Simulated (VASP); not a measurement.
```
Be
1.0
    1.13346    -1.96321     0.00000
    1.13346     1.96321     0.00000
    0.00000     0.00000     3.55783
Be
2
Direct
  0.33333   0.66667   0.25000
  0.66667   0.33333   0.75000
```

The numbers are results of PBE GGA, VASP's PBE PAW potentials (set 64) (plane waves; VASP), not measurements. Numerical set-up: 520 eV cut-off, Gaussian smearing of 0.050 eV, potentials Be.

Question: Give the energies of bands 1 to 4 at the high-symmetry points, in eV from the Fermi level.

Answer: 
```tsv
band	Γ	M	K	A	L	H
1	-11.36	-5.03	-2.50	-9.19	-3.64	-1.16
2	-4.42	-3.16	-1.04	-9.19	-3.64	-1.16
3	1.15	3.62	-1.04	10.78	1.54	0.34
4	15.90	6.49	6.68	10.78	1.54	0.34
```

It has no gap at this level: it comes out as a metal or semimetal.

The compound is Be in the hcp structure. It was relaxed first.
